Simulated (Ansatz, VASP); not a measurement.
# Cross-check of Zr between VASP and Ansatz, part 2 of 2

Aim: how closely do two programs agree when they are given the same cell, functional and k mesh? The structure shown is the end of the Ansatz relaxation below.

VASP 6.6.1 and Ansatz 0.2.0.

So far. Step 3 (VASP: single point, PBEsol, pair 1): The run ends at a pressure of 0.94 GPa.

### Step 6. VASP: single point, PBEsol, pair 2 (continued)

Level of this step: PBEsol; plane waves and PAW (Zr_sv) (VASP).

Numbers of over 12 decimals in the logs are rounded to 6 here.

From OUTCAR (step 6):

```text
  Total        0.0169618      0.0169618      1.1658217      0.0000000     -0.0000000      0.0000000
  in kB        0.6108268      0.6108268     41.9834884      0.0000000     -0.0000000      0.0000000
  external PRESSURE =      14.4017140 kB  Pullay stress =       0.0000000 kB

 POSITION                                       TOTAL-FORCE (eV/Angst)
 -----------------------------------------------------------------------------------
      0.00000      1.85757      3.72207        -0.000000      0.000000      0.000000
      1.60870      0.92878      1.24069         0.000000     -0.000000      0.000000
 -----------------------------------------------------------------------------------
    total drift:                               -0.000536      0.000309     -0.000012

  FREE ENERGIE OF THE ION-ELECTRON SYSTEM (eV)
  ---------------------------------------------------
  free  energy   TOTEN  =       -18.1536449697 eV

  energy  without entropy=      -18.1381662455  energy(sigma->0) =      -18.14590561

[... 1 part as in an earlier step ...]

[... 2 further parts left out ...]
[key lines of the parts left out:]
E-fermi :   9.3966
```

The run ends at a pressure of 1.44 GPa.

### Step 7. Side by side

Both answers:

```csv
quantity,Ansatz,VASP,difference
pressure (GPa),1.37,1.44,-0.07
```

### Step 8. Ansatz: relaxation, PBEsol

This run makes the geometry at which the two programs are then compared. The cell compared in this pair holds 44.81 Å³, against 44.49 Å³ for the pair before.

The structure compared here is the end of the Ansatz relaxation.

File input.yaml:

```yaml
crystal:
  lattice:
    - [3.1934727725, 0.0, 0.0]
    - [-1.5967363862, 2.7656285473, 0.0]
    - [0.0, 0.0, 5.06508057]
  atoms:
    - { symbol: Zr, position: [0.3333333, 0.6666667, 0.75] }
    - { symbol: Zr, position: [0.6666667, 0.3333333, 0.25] }
kpoints:
  mp_grid: { grid: [16, 16, 9] }
scf:
  occupations: { method: fermi_dirac, width: 0.05 }
hamiltonian:
  xc: pbesol
  pseudopotentials: { kind: paw, azcp: { folder: soft_1 }, xc_functional: pbe }
basis:
  ecutwfc: 600
output:
  forces: true
  stress: true
relax:
  f_tol: 0.005
  max_steps: 70
  cell: { stress_tol: 0.02, p_target: 0, fix: [c, alpha, beta, gamma] }
```

On the command line:

```bash
ansatz run input.yaml --threads 4 --pin off --max-ram 10240MiB --backend cpu --events-out ev --progress --plain --runs-dir out
```

What it wrote:

```text
[...]
Crystal: 2 atoms, lattice volume = 44.735 Å³
Basis set: ecut = 600 eV, 1461 PW (Γ), exchange–correlation on 54×54×90 points (8 copies of the dense FFT grid, shifted against one another)
Bands: 16, of which v1, the nominal top of the filled ones, is band 12 counted from 1 (11 counted from 0)
Symmetry: 8 space group operations
k-points: 365 of 2304
[...]
0.000000      -0.000000       1.275986
  P = ⅓ Tr σ = 0.4251 GPa (4.251 kbar)
--- Relaxed structure (3 steps of the walk, 3 accepted, 1 SCFs on fresh bases) ---
[...]
cell:  # Å, volume = 44.8067 Å³
    - [3.196047, -2.889085735588173e-11, 0.0]
    - [-1.598023, 2.767858, 0.0]
    - [0.0, 0.0, 5.06508057]
  atoms:
    - { symbol: Zr, position: [0.333333, 0.666667, 0.750000] }
    - { symbol: Zr, position: [0.666667, 0.333333, 0.250000] }
[key lines of the parts left out:]
SCF converged after 7 iterations
Free energy (F): -8257.324307 eV
Fermi energy:    14.480176 eV
```

### Step 9. VASP: single point, PBEsol, pair 3

The same cell, functional, mesh and smearing now go to VASP, with its own data sets.

File INCAR:

```
SYSTEM = Zr
PREC = Accurate
ENCUT = 500
EDIFF = 1E-06
NELM = 120
ISMEAR = -1
SIGMA = 0.05
LREAL = .FALSE.
ALGO = Normal
GGA = PS
NBANDS = 18
LASPH = .TRUE.
LORBIT = 11
LWAVE = .FALSE.
LCHARG = .FALSE.
ISIF = 2
GGA_COMPAT = .FALSE.
KPAR = 2
```

File POSCAR:

```
Zr
1.0
    3.1960469570      0.0000000000      0.0000000000
   -1.5980234785      2.7678578565      0.0000000000
    0.0000000000      0.0000000000      5.0650805700
Zr
2
Direct
    0.3333334747      0.6666665253      0.7500000000
    0.6666665253      0.3333334747      0.2500000000
```

File KPOINTS:

```
Automatic mesh
0
Gamma
16 16 9
0 0 0
```

Potentials, in the order of the species: Zr_sv (PBE family, release 64).

On the command line:

```bash
mpirun -np 2 vasp_std
```

What it wrote:

```text
[... set-up lines as in an earlier step ...]
 entering main loop
       N       E                     dE             d eps       ncg     rms          rms(c)
DAV:   1     0.209168776844E+03    0.20917E+03   -0.13141E+04  5400   0.129E+03
DAV:   2    -0.325723274784E+01   -0.21243E+03   -0.20890E+03  6282   0.376E+02
DAV:   3    -0.185788117379E+02   -0.15322E+02   -0.15167E+02  9818   0.732E+01
DAV:   4    -0.189419574681E+02   -0.36315E+00   -0.36288E+00  6358   0.118E+01
[...]
DAV:  10    -0.181691385783E+02    0.26718E-04   -0.48124E-05  7870   0.411E-02    0.241E-02
DAV:  11    -0.181691390216E+02   -0.44330E-06   -0.10084E-05  6014   0.372E-02    0.247E-03
DAV:  12    -0.181691390644E+02   -0.42829E-07   -0.27199E-07  3318   0.403E-03
   1 F= -.18169139E+02 E0= -.18161247E+02  d E =-.157850E-01
```

OUTCAR, selected parts (step 9):

```text
  Total        0.0123743      0.0123743      0.3696346      0.0000000     -0.0000000      0.0000000
  in kB        0.4424756      0.4424756     13.2172153      0.0000000     -0.0000000      0.0000000
  external PRESSURE =       4.7007221 kB  Pullay stress =       0.0000000 kB

 POSITION                                       TOTAL-FORCE (eV/Angst)
 -----------------------------------------------------------------------------------
      0.00000      1.84524      3.79881         0.000000     -0.000000      0.000000
      1.59802      0.92262      1.26627        -0.000000      0.000000      0.000000
 -----------------------------------------------------------------------------------
    total drift:                               -0.000412      0.000238     -0.000009

  FREE ENERGIE OF THE ION-ELECTRON SYSTEM (eV)
  ---------------------------------------------------
  free  energy   TOTEN  =       -18.1691390644 eV

  energy  without entropy=      -18.1533540345  energy(sigma->0) =      -18.16124655

[... 1 part as in an earlier step ...]

[... 2 further parts left out ...]
[key lines of the parts left out:]
E-fermi :   9.3017
```

The run ends at a pressure of 0.47 GPa.

### Step 10. Side by side

Compared:

```csv
quantity,Ansatz,VASP,difference
pressure (GPa),0.43,0.47,-0.04
```

### Step 11. What came out

```
difference in pressure (single point, PBEsol, pair 1) : -0.046 GPa
difference in pressure (single point, PBEsol, pair 2) : -0.065 GPa
difference in pressure (single point, PBEsol, pair 3) : -0.045 GPa
```

What this shows: The difference in pressure is -0.065 GPa (single point, PBEsol, pair 2), within the 1 GPa picked in this series as the mark of a large difference. 4 further runs of this series are not shown here. How closely two codes agree says nothing of how well the functional describes the real material.

[Lines on the potential files, build, host, timing and source positions are cut from VASP's logs without a mark.]

[Logs are printed without paths, hosts, clocks, repeated set-up lines and the standing remarks that a program may print on its own settings, such as how far it seeks lower states.]

[Hosts, paths, dates, database ids (printed as entryN), source tags and the programs' standing remarks are cut or masked in the printed files.]
